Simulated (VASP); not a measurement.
# TlIO3 (Pm-3m) in VASP: density of states with LDA

Aim: the density of states of TlIO3 with LDA.

Program: VASP 6.6.1. These are calculated values, not measurements. Logs are shortened: lines on timing, memory, paths and dates and some standing lists are left out, and cuts for length are marked.

### Step 1. The crystal as given

The structure is cubic, space group Pm-3m (No. 221). The conventional cell has a = 4.163 Å, b = 4.163 Å, c = 4.163 Å, α = 90.00°, β = 90.00°, γ = 90.00°. Tl (site symmetry m-3m) has 12 O at 2.94 Å as nearest neighbours. Around I (site symmetry m-3m) lie 6 O at 2.08 Å. O (site symmetry 4/mmm) has 2 I at 2.08 Å as nearest neighbours.

The cell comes from a database or a generator and needn't be the stable form of this composition.

### Step 2. Density of states, LDA

The input, POSCAR:

```
TlIO3
1.0
    4.1633092950      0.0000000000      0.0000000000
    0.0000000000      4.1633092950      0.0000000000
    0.0000000000      0.0000000000      4.1633092950
Tl I O
1 1 3
Direct
    0.0000000000      0.0000000000      0.0000000000
    0.5000000000      0.5000000000      0.5000000000
    0.5000000000      0.0000000000      0.5000000000
    0.5000000000      0.5000000000      0.0000000000
    0.0000000000      0.5000000000      0.5000000000
```

The input, INCAR.step1:

```
PREC = Accurate
ENCUT = 520
EDIFF = 1E-7
ISMEAR = 0
SIGMA = 0.01
LREAL = F
LASPH = T
NELM = 100
ALGO = Fast
ISIF = 2
LWAVE = F
LCHARG = T
NBANDS = 27
```

The input, KPOINTS.step1:

```
Automatic mesh
0
Gamma
  5 5 5
```

The input, INCAR.step2:

```
PREC = Accurate
ENCUT = 520
EDIFF = 1E-7
ISMEAR = -5
SIGMA = 0.01
LREAL = F
LASPH = T
NELM = 100
ALGO = Fast
ISIF = 2
LWAVE = F
LCHARG = F
LORBIT = 11
NEDOS = 2001
ICHARG = 11
```

The input, KPOINTS.step2:

```
Automatic mesh
0
Gamma
  8 8 8
```

Potentials or basis: VASP PAW LDA potentials, release 64 (Tl_d, I, O).

The run is started by

```sh
$ cat potpaw_LDA.64/Tl_d/POTCAR potpaw_LDA.64/I/POTCAR potpaw_LDA.64/O/POTCAR > POTCAR
$ cp INCAR.step1 INCAR
$ cp KPOINTS.step1 KPOINTS
$ mpirun -np 1 vasp_std > vasp.out
$ cp INCAR.step2 INCAR
$ cp KPOINTS.step2 KPOINTS
$ mpirun -np 1 vasp_std > vasp.out
```

OUTCAR:

```text
PREC = Accurate
   ENCUT = 520
   EDIFF = 1E-7
   ISMEAR = -5
   LREAL = F
   LASPH = T
   NELM = 100
   ISIF = 2
   LORBIT = 11
   ICHARG = 11

 ion  position               nearest neighbor table
   1  0.000  0.000  0.000-   3 2.94   4 2.94   5 2.94   3 2.94   5 2.94   4 2.94   5 2.94   5 2.94
                             3 2.94   4 2.94   3 2.94   4 2.94   2 3.61   2 3.61   2 3.61   2 3.61
   2  0.500  0.500  0.500-   3 2.08   4 2.08   5 2.08   4 2.08   3 2.08   5 2.08   1 3.61   1 3.61
                             1 3.61   1 3.61   1 3.61   1 3.61   1 3.61   1 3.61
   3  0.500  0.000  0.500-   2 2.08   2 2.08   1 2.94   1 2.94   1 2.94   1 2.94
   4  0.500  0.500  0.000-   2 2.08   2 2.08   1 2.94   1 2.94   1 2.94   1 2.94
   5  0.000  0.500  0.500-   2 2.08   2 2.08   1 2.94   1 2.94   1 2.94   1 2.94

  LATTYP: Found a simple cubic cell.
 ALAT       =     4.1633092950

  Lattice vectors:

 A1 = (   4.1633092950,   0.0000000000,   0.0000000000)
 A2 = (   0.0000000000,   4.1633092950,   0.0000000000)
 A3 = (   0.0000000000,   0.0000000000,   4.1633092950)

Analysis of symmetry for initial positions (statically):
=====================================================================
 Subroutine PRICEL returns:
 Original cell was already a primitive cell.

 Routine SETGRP: Setting up the symmetry group for a
 simple cubic supercell.

 Subroutine GETGRP returns: Found 48 space group operations
 (whereof 48 operations were pure point group operations)
 out of a pool of 48 trial point group operations.

The static configuration has the point symmetry O_h .

Analysis of symmetry for dynamics (positions and initial velocities):
=====================================================================
 Subroutine PRICEL returns:
 Original cell was already a primitive cell.

 Routine SETGRP: Setting up the symmetry group for a
 simple cubic supercell.

 Subroutine GETGRP returns: Found 48 space group operations
 (whereof 48 operations were pure point group operations)
 out of a pool of 48 trial point group operations.

The dynamic configuration has the point symmetry O_h .

 Subroutine INISYM returns: Found 48 space group operations
 (whereof 48 operations are pure point group operations),
 and found     1 'primitive' translations

----------------------------------------------------------------------------------------

                                     Primitive cell

  volume of cell :      72.1632

  direct lattice vectors                    reciprocal lattice vectors
     4.163309295  0.000000000  0.000000000     0.240193541  0.000000000  0.000000000
     0.000000000  4.163309295  0.000000000     0.000000000  0.240193541  0.000000000
     0.000000000  0.000000000  4.163309295     0.000000000  0.000000000  0.240193541

  length of vectors
     4.163309295  4.163309295  4.163309295     0.240193541  0.240193541  0.240193541

  position of ions in fractional coordinates (direct lattice)
     0.000000000  0.000000000  0.000000000
     0.500000000  0.500000000  0.500000000
     0.500000000  0.000000000  0.500000000
     0.500000000  0.500000000  0.000000000
     0.000000000  0.500000000  0.500000000

  ion indices of the primitive-cell ions
   primitive index   ion index
                 1           1
                 2           2
                 3           3
                 4           4
                 5           5

----------------------------------------------------------------------------------------

 KPOINTS: Automatic mesh

Automatic generation of k-mesh.
 Grid dimensions read from file:
 generate k-points for:    8    8    8

 Generating k-lattice:

  Cartesian coordinates                     Fractional coordinates (reciprocal lattice)
     0.030024193  0.000000000  0.000000000     0.125000000  0.000000000  0.000000000
     0.000000000  0.030024193  0.000000000     0.000000000  0.125000000  0.000000000
     0.000000000  0.000000000  0.030024193     0.000000000  0.000000000  0.125000000

  Length of vectors
     0.030024193  0.030024193  0.030024193

  Shift w.r.t. Gamma in fractional coordinates (k-lattice)
     0.000000000  0.000000000  0.000000000

 TETIRR: Found    250 inequivalent tetrahedra from     3072

 Subroutine IBZKPT returns following result:
 ===========================================

 Found     35 irreducible k-points:

 Following reciprocal coordinates:
            Coordinates               Weight
  0.000000  0.000000  0.000000      1.000000
  0.125000  0.000000  0.000000      6.000000
  0.250000  0.000000  0.000000      6.000000
  0.375000  0.000000  0.000000      6.000000
  0.500000  0.000000  0.000000      3.000000
  0.125000  0.125000  0.000000     12.000000
[... 16 lines left out ...]
  0.375000  0.375000  0.125000     24.000000
  0.500000  0.375000  0.125000     24.000000
 [... further k-points ...]
   k-points           NKPTS =     35   k-points in BZ     NKDIM =     35   number of bands    NBANDS=     23
   number of dos      NEDOS =   2001   number of ions     NIONS =      5
   total plane-waves  NPLWV =  32768
   dimension x,y,z NGX =    32 NGY =   32 NGZ =   32
   dimension x,y,z NGXF=    64 NGYF=   64 NGZF=   64
   ions per type =               1   1   3
   NGX,Y,Z   is equivalent  to a cutoff of  12.78, 12.78, 12.78 a.u.
   NGXF,Y,Z  is equivalent  to a cutoff of  25.56, 25.56, 25.56 a.u.
 SYSTEM =  unknown system
   PREC   = accura    normal or accurate (medium, high low for compatibility)
   ISTART =      0    job   : 0-new  1-cont  2-samecut
   ICHARG =     11    charge: 1-file 2-atom 10-const
   ISPIN  =      1    spin polarized calculation?
   LNONCOLLINEAR =      F non collinear calculations
   LSORBIT =      F    spin-orbit coupling
   LASPH  =      T    aspherical Exc in radial PAW
   ENCUT  =  520.0 eV  38.22 Ry    6.18 a.u.   7.74  7.74  7.74*2*pi/ulx,y,z
   NELM   =    100;   NELMIN=  2; NELMDL=  0     # of ELM steps
   EDIFF  = 0.1E-06   stopping-criterion for ELM
   LREAL  =      F    real-space projection
   EDIFFG = 0.1E-05   stopping-criterion for IOM
   NSW    =      0    number of steps for IOM
   IBRION =     -1    ionic relax: 0-MD 1-quasi-New 2-CG
   NFREE  =      0    steps in history (QN), initial steepest desc. (CG)
   ISIF   =      2    stress and relaxation
   ISYM   =      2    0-nonsym 1-usesym 2-fastsym
   POTIM  = 0.5000    time-step for ionic-motion
   TEBEG  =    0.0;   TEEND  =   0.0 temperature during run
   PSTRESS=    0.0 pullay stress
   NELECT =      38.0000    total number of electrons
   NUPDOWN=      -1.0000    fix difference up-down
   EMIN   =  10.00;   EMAX   =-10.00  energy-range for DOS
   EFERMI =   0.00;   METHOD = LEGACY
   ISMEAR =    -5;   SIGMA  =   0.01  broadening in eV -4-tet -1-fermi 0-gaus
   EFERMI_NEDOS =   21; number of points for ismear=-14 and -15
   IALGO  =     68    algorithm
   IMIX   =      4    mixing-type and parameters
     AMIX     =   0.40;   BMIX     =  1.00
     AMIX_MAG =   1.60;   BMIX_MAG =  1.00
  volume/ion in A,a.u.               =      14.43        97.40
  Fermi-wavevector in a.u.,A,eV,Ry     =   1.321998  2.498213 23.778600  1.747678
  Thomas-Fermi vector in A             =   2.451711
   LORBIT       =     11    0 simple, 1 ext, 2 COOP (PROOUT), +10 PAW based schemes
   GGA     = CA    functional components
   LHFCALC =     F    Hartree Fock is set to
   AEXX    =    0.0000 exact exchange contribution
   IVDW    =     0    specifies the selected vdW correction
   LEPSILON=     F    determine dielectric tensor
   LRPA    =     F    only Hartree local field effects (RPA)
 non-spin polarized calculation
 RMM-DIIS sequential band-by-band and
 Fermi weights with tetrahedron method with Bloechl corrections
  energy-cutoff  :      520.00
  volume of cell :       72.16
 maximum number of plane-waves:      1964
 NGX is ok and might be reduce to    32

 number of electron      38.0000001 magnetization

 Free energy of the ion-electron system (eV)
  ---------------------------------------------------
  ext. energy  EPLUGINS =         0.00000000
  ---------------------------------------------------
  free energy    TOTEN  =       -24.10898711 eV

  energy without entropy =      -24.10898711  energy(sigma->0) =      -24.10898711

 E-fermi :   6.2988     XC(G=0): -11.3587

 val. band max:        6.4871010889   @ k =   0.5000   0.5000   0.0000
 cond. band min:       6.0192752183   @ k =   0.5000   0.5000   0.5000
 fundamental gap:     -0.4678258706
 Fermi energy:         6.2987562469

 k-point     1 :       0.0000    0.0000    0.0000
  band No.  band energies     occupation
      1     -14.4950      2.00000
      2     -10.9194      2.00000
      3     -10.9194      2.00000
      4      -3.2961      2.00000
      5      -3.1401      2.00000
      6      -3.1401      2.00000
[... 15 lines left out ...]
     22      12.7836      0.00000
     23      14.2931      0.00000

 k-point     2 :       0.1250    0.0000    0.0000
  band No.  band energies     occupation
      1     -14.4221      2.00000
      2     -11.0406      2.00000
      3     -10.9154      2.00000
      4      -4.2060      2.00000
      5      -3.1765      2.00000
      6      -3.1765      2.00000
[... 15 lines left out ...]
     22      12.6612      0.00000
     23      13.2252      0.00000
[... 544 lines left out ...]
     22      10.8692      0.00000
     23      11.4129      0.00000

 k-point    24 :       0.5000    0.3750    0.1250
  band No.  band energies     occupation
      1     -13.0880      2.00000
      2     -11.8890      2.00000
      3     -11.6513      2.00000
      4      -7.7301      2.00000
      5      -3.1996      2.00000
      6      -3.1835      2.00000
[... 15 lines left out ...]
     22      10.9249      0.00000
     23      11.4730      0.00000

 [... further k-points ...]

------------------------ aborting loop because EDIFF is reached ----------------------------------------

  FORCE on cell =-STRESS in cart. coord.  units (eV):
  Direction    XX          YY          ZZ          XY          YZ          ZX
  --------------------------------------------------------------------------------------
  -------------------------------------------------------------------------------------
  Total       -0.2636204     -0.2636204     -0.2636204      0.0000000      0.0000000     -0.0000000
  in kB       -5.8529327     -5.8529327     -5.8529327      0.0000000      0.0000000     -0.0000000
  external PRESSURE =      -5.8529327 kB  Pullay stress =       0.0000000 kB

 VOLUME and BASIS-vectors are now :
 -----------------------------------------------------------------------------
  energy-cutoff  :      520.00
  volume of cell :       72.16
      direct lattice vectors                 reciprocal lattice vectors
     4.163309295  0.000000000  0.000000000     0.240193541  0.000000000  0.000000000
     0.000000000  4.163309295  0.000000000     0.000000000  0.240193541  0.000000000
     0.000000000  0.000000000  4.163309295     0.000000000  0.000000000  0.240193541

 POSITION                                       TOTAL-FORCE (eV/Angst)
 -----------------------------------------------------------------------------------
      0.00000      0.00000      0.00000         0.000000      0.000000      0.000000
      2.08165      2.08165      2.08165         0.000000      0.000000      0.000000
      2.08165      0.00000      2.08165         0.000000      0.000000      0.000000
      2.08165      2.08165      0.00000         0.000000      0.000000      0.000000
      0.00000      2.08165      2.08165         0.000000      0.000000      0.000000
 -----------------------------------------------------------------------------------
    total drift:                                0.000000     -0.000000     -0.000000

  FREE ENERGIE OF THE ION-ELECTRON SYSTEM (eV)
  ---------------------------------------------------
  free  energy   TOTEN  =       -24.1089871135 eV

  energy  without entropy=      -24.1089871135  energy(sigma->0) =      -24.10898711

 total charge

# of ion       s       p       d       tot
------------------------------------------
    1        1.340   0.150   9.674  11.164
    2        1.668   1.883   0.360   3.912
    3        1.583   3.360   0.000   4.944
    4        1.583   3.360   0.000   4.944
    5        1.583   3.360   0.000   4.944
--------------------------------------------------
tot          7.758  12.113  10.035  29.906
```

Wall time 28 s (1 thread of AMD EPYC 9R45 (Zen 5), shared host); peak memory 0.15 GiB.

Results:

* Valence electrons inside the program's atomic spheres: Tl 11.16; I 3.91; O 4.94

States per cell in windows of 0.5 eV (zero at the Fermi level; states under -8 eV left out):
```csv
from (eV),total,O3_p,O4_p,O5_p,I2_p,Tl1_s,Tl1_p
-8.0,0.59,0.07,0.07,0.07,0.17,0.00,0.00
-7.5,0.50,0.06,0.06,0.06,0.13,0.00,0.00
-7.0,0.48,0.06,0.06,0.06,0.11,0.01,0.00
-6.5,0.83,0.09,0.09,0.09,0.12,0.08,0.00
-6.0,1.40,0.13,0.13,0.13,0.08,0.27,0.00
-5.5,0.52,0.07,0.07,0.07,0.05,0.04,0.00
-5.0,0.28,0.05,0.05,0.05,0.02,0.00,0.01
-4.5,1.02,0.14,0.14,0.14,0.04,0.10,0.02
-4.0,1.45,0.23,0.23,0.23,0.06,0.03,0.03
-3.5,1.24,0.23,0.23,0.23,0.04,0.02,0.02
-3.0,2.20,0.42,0.42,0.42,0.08,0.05,0.03
-2.5,3.33,0.70,0.70,0.70,0.06,0.08,0.01
-2.0,2.26,0.47,0.47,0.47,0.05,0.10,0.01
-1.5,0.75,0.14,0.14,0.14,0.02,0.09,0.00
-1.0,1.61,0.22,0.22,0.22,0.09,0.43,0.01
-0.5,0.13,0.02,0.02,0.02,0.02,0.01,0.00
0.0,0.08,0.00,0.00,0.00,0.04,0.00,0.00
0.5,0.15,0.01,0.01,0.01,0.07,0.00,0.00
1.0,0.37,0.03,0.03,0.03,0.17,0.00,0.00
1.5,0.46,0.04,0.04,0.04,0.20,0.00,0.00
2.0,0.59,0.06,0.06,0.06,0.24,0.00,0.00
2.5,0.45,0.05,0.05,0.05,0.16,0.00,0.00
3.0,0.49,0.06,0.06,0.06,0.16,0.00,0.01
3.5,0.86,0.08,0.08,0.08,0.18,0.00,0.09
4.0,0.73,0.07,0.07,0.07,0.15,0.00,0.08
4.5,0.86,0.07,0.07,0.07,0.16,0.00,0.13
5.0,1.76,0.18,0.18,0.18,0.37,0.00,0.23
5.5,0.95,0.12,0.12,0.12,0.23,0.00,0.09
6.0,0.21,0.02,0.02,0.02,0.05,0.00,0.03
6.5,0.03,0.00,0.00,0.00,0.00,0.00,0.01
7.0,0.01,0.00,0.00,0.00,0.00,0.00,0.00
7.5,0.00,0.00,0.00,0.00,0.00,0.00,0.00
```

Caveat: tetrahedron occupations give inexact forces and stress in metals. Spin-orbit coupling is left out, which matters for the levels of I, Tl.
